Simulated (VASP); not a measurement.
Here is the system:

```yaml
crystal:
  lattice:
    - [0.00000, 3.01824, 3.01824]
    - [3.01824, 0.00000, 3.01824]
    - [3.01824, 3.01824, 0.00000]
  atoms:
    - { symbol: Cu, position: [0.00000, 0.00000, 0.00000] }
    - { symbol: I, position: [0.25000, 0.25000, 0.25000] }
```

Method: revPBE GGA, VASP's PBE PAW potentials (set 64) (plane waves; VASP 6.6.1). Settings: 520 eV cut-off, 8×8×8 Γ-centred mesh, Gaussian smearing of 0.050 eV, potentials Cu I.

Task: Give the stress tensor in GPa (positive for a compressed cell).

Result: 
```
2.41  0.00  0.00
0.00  2.41  0.00
0.00  0.00  2.41
```
The pressure is its mean diagonal, 2.41 GPa.

The compound is CuI in the zinc blende structure. This cell is one point of a volume scan, at 0.94 of the reference volume.
